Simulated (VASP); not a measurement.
# HfZrSe3 (R3m) in VASP: notebook, part 2 of 2

VASP 6.6.1. Earlier steps stand in the parts before.

### Step 3. Relaxation of cell and atoms, PBE

This run uses another cell than the first one, of 25.88 Å³/atom, 1.043 times its volume.

File INCAR:

```
SYSTEM = HfZrSe3
PREC     = Accurate       ! precision mode
ENCUT    = 520            ! plane-wave cutoff, eV
EDIFF    = 1E-7           ! SCF threshold, eV
ISMEAR   = 0              ! smearing method
SIGMA    = 0.1            ! smearing width, eV
LREAL    = .FALSE.        ! projectors in reciprocal space
LASPH    = .TRUE.         ! aspherical terms in the spheres
NELM     = 120            ! most SCF steps
ALGO     = Normal         ! electronic algorithm
ISIF     = 3              ! what is computed and relaxed
LWAVE    = .FALSE.        ! write WAVECAR
LCHARG   = .FALSE.        ! write CHGCAR
GGA      = PE             ! functional
IBRION   = 2              ! ionic algorithm
NSW      = 60             ! ionic steps
EDIFFG   = -0.005         ! ionic threshold
POTIM    = 0.3            ! step
KPAR     = 8
```

File KPOINTS:

```
regular mesh
0
G
  10 10 10
  0 0 0
```

File POSCAR:

```
HfZrSe3                                 
1.0
    1.9436369048      1.1221592903      9.8877334695
   -1.9436369048      1.1221592903      9.8877334695
    0.0000000000     -2.2443185806      9.8877334695
  Zr              Hf              Se            
     1     1     3
Direct
     0.5029486757119664    0.5029486757119664    0.5029486757119664
     0.6108709572906280    0.6108709572906280    0.6108709572906280
     0.9933664605899291    0.9933664605899291    0.9933664605899291
     0.2244387950050193    0.2244387950050193    0.2244387950050193
     0.7855524014024506    0.7855524014024506    0.7855524014024506
```

Potentials or basis: VASP PAW PBE potentials, release 64 (Zr_sv, Hf_pv, Se).

Run with:

```sh
$ cat potpaw_PBE.64/Zr_sv/POTCAR potpaw_PBE.64/Hf_pv/POTCAR potpaw_PBE.64/Se/POTCAR > POTCAR
$ mpirun -np 8 vasp_std > vasp.out
```

OUTCAR:

```text
SYSTEM = HfZrSe3
   PREC = Accurate
   ENCUT = 520
   EDIFF = 1E-7
   ISMEAR = 0
   LREAL = .FALSE.
   LASPH = .TRUE.
   NELM = 120
   ISIF = 3
   GGA = PE
   IBRION = 2
   NSW = 60
   EDIFFG = -0.005
   POTIM = 0.3

 ion  position               nearest neighbor table
   1  0.503  0.503  0.503-   5 2.70   5 2.70   5 2.70   4 2.77   4 2.77   4 2.77   2 3.20
   2  0.611  0.611  0.611-   3 2.68   3 2.68   3 2.68   4 2.74   4 2.74   4 2.74   1 3.20
   3  0.993  0.993  0.993-   2 2.68   2 2.68   2 2.68
   4  0.224  0.224  0.224-   2 2.74   2 2.74   2 2.74   1 2.77   1 2.77   1 2.77
   5  0.786  0.786  0.786-   1 2.70   1 2.70   1 2.70

  LATTYP: Found a trigonal (rhomboedric) cell.
 ALAT       =    10.1392425286
 COS(alpha) =     0.9265064466

  Lattice vectors:

 A1 = (   1.9436369048,   1.1221592903,   9.8877334695)
 A2 = (  -1.9436369048,   1.1221592903,   9.8877334695)
 A3 = (   0.0000000000,  -2.2443185806,   9.8877334695)

Analysis of symmetry for initial positions (statically):
=====================================================================
 Subroutine PRICEL returns:
 Original cell was already a primitive cell.

 Routine SETGRP: Setting up the symmetry group for a
 trigonal (rhombohedral) supercell.

 Subroutine GETGRP returns: Found  6 space group operations
 (whereof  6 operations were pure point group operations)
 out of a pool of 12 trial point group operations.

The static configuration has the point symmetry C_3v.

Analysis of symmetry for dynamics (positions and initial velocities):
=====================================================================
 Subroutine PRICEL returns:
 Original cell was already a primitive cell.

 Routine SETGRP: Setting up the symmetry group for a
 trigonal (rhombohedral) supercell.

 Subroutine GETGRP returns: Found  6 space group operations
 (whereof  6 operations were pure point group operations)
[... 186 lines left out ...]
      0.00000      0.00000     23.30200         0.000000     -0.000000      0.006618
 -----------------------------------------------------------------------------------
    total drift:                                0.000000     -0.000000     -0.000226

  FREE ENERGIE OF THE ION-ELECTRON SYSTEM (eV)
  ---------------------------------------------------
  free  energy   TOTEN  =       -35.1915560573 eV

  energy  without entropy=      -35.1849535722  energy(sigma->0) =      -35.18825481

--------------------------------------- Ionic step        2  -------------------------------------------

 number of electron      39.9999999 magnetization

 Free energy of the ion-electron system (eV)
  ---------------------------------------------------
  ext. energy  EPLUGINS =         0.00000000
  ---------------------------------------------------
  free energy    TOTEN  =       -35.19156363 eV

  energy without entropy =      -35.18496211  energy(sigma->0) =      -35.18826287

 E-fermi :   4.8309     XC(G=0):  -9.4008

 val. band max:        4.8117308968   @ k =   0.1000   0.1000   0.0000
 cond. band min:       4.8330626573   @ k =   0.2000   0.1000   0.1000
 fundamental gap:      0.0213317604
 Fermi energy:         4.8309045463

 k-point     1 :       0.0000    0.0000    0.0000
  band No.  band energies     occupation
      1     -45.1378      2.00000
      2     -27.2133      2.00000
      3     -27.2133      2.00000
      4     -27.0679      2.00000
      5     -23.1910      2.00000
      6     -23.1910      2.00000
[... 637 lines left out ...]
     23       6.0807      0.00000
     24       6.4003      0.00000

 [... further k-points ...]

------------------------ aborting loop because EDIFF is reached ----------------------------------------

  FORCE on cell =-STRESS in cart. coord.  units (eV):
  Direction    XX          YY          ZZ          XY          YZ          ZX
  --------------------------------------------------------------------------------------
  -------------------------------------------------------------------------------------
  Total       -0.0009112     -0.0009112      0.0205720      0.0000000      0.0000000      0.0000000
  in kB       -0.0112866     -0.0112866      0.2548233      0.0000000      0.0000000      0.0000000
  external PRESSURE =       0.0774167 kB  Pullay stress =       0.0000000 kB

 VOLUME and BASIS-vectors are now :
 -----------------------------------------------------------------------------
  energy-cutoff  :      520.00
  volume of cell :      129.34
      direct lattice vectors                 reciprocal lattice vectors
     1.943285972  1.121956679  9.887443299     0.257296151  0.148550002  0.033712793
    -1.943285972  1.121956679  9.887443299    -0.257296151  0.148550002  0.033712793
    -0.000000000 -2.243913358  9.887443299     0.000000000 -0.297100004  0.033712793

 POSITION                                       TOTAL-FORCE (eV/Angst)
 -----------------------------------------------------------------------------------
     -0.00000      0.00000     14.91859        -0.000000     -0.000000      0.001221
     -0.00000      0.00000     18.11985         0.000000     -0.000000     -0.002105
     -0.00000      0.00000     29.46543        -0.000000      0.000000      0.000430
     -0.00000      0.00000      6.65737         0.000000     -0.000000     -0.000490
     -0.00000      0.00000     23.30151        -0.000000      0.000000      0.000943
 -----------------------------------------------------------------------------------
    total drift:                               -0.000000     -0.000000     -0.000186

  FREE ENERGIE OF THE ION-ELECTRON SYSTEM (eV)
  ---------------------------------------------------
  free  energy   TOTEN  =       -35.1915636340 eV

  energy  without entropy=      -35.1849621124  energy(sigma->0) =      -35.18826287

 reached required accuracy - stopping structural energy minimisation
```

It took 8.4 min on 8 MPI ranks of AMD EPYC 9R45 (Zen 5), shared host; peak memory 1.3 GiB.

Results:

* Free energy: -35.1916 eV
* Relaxed volume: 25.87 Å³/atom
* Relaxed cell: a = 10.139 Å, b = 10.139 Å, c = 10.139 Å, α = 22.10°, β = 22.10°, γ = 22.10°
* Space group after relaxing (to 0.05 Å): R3m (No. 160)
* Energy gained by relaxing: 0.0 meV/atom
* Ionic steps: 2
* Pressure after relaxing: 0.0 GPa
* Band gap on the k mesh: none (metal or under the smearing width)

Forces on the atoms (eV/Å):
```
Zr   0.000  0.000  0.001
Hf   0.000  0.000 -0.002
Se   0.000  0.000  0.000
Se   0.000  0.000  0.000
Se   0.000  0.000  0.001
```

Final structure:
```xyz
5
Lattice="1.9433 1.1220 9.8874 -1.9433 1.1220 9.8874 0.0000 -2.2439 9.8874" Properties=species:S:1:pos:R:3 pbc="T T T"
Zr    0.0000    0.0000   14.9186
Hf    0.0000    0.0000   18.1198
Se    0.0000    0.0000   29.4654
Se    0.0000    0.0000    6.6574
Se    0.0000    0.0000   23.3015
```

Levels at points of the mesh, in eV from the Fermi level:
```
           k point  band 17  band 18  band 19  band 20  band 21  band 22  band 23  band 24
(0.00, 0.00, 0.00)    -1.88    -1.73    -1.73    -0.76    -0.29    -0.29     0.79     0.79
(0.50, 0.00, 0.00)    -3.07    -3.01    -2.57    -1.24     0.36     1.51     1.52     1.93
(0.50, 0.50, 0.00)    -3.06    -2.97    -2.61    -1.18     0.32     1.51     1.52     1.94
(0.50, 0.50, 0.50)    -2.62    -1.76    -1.76    -0.59    -0.30    -0.30     0.80     0.80
```

Spin-orbit coupling is left out, which matters for the levels of Hf.
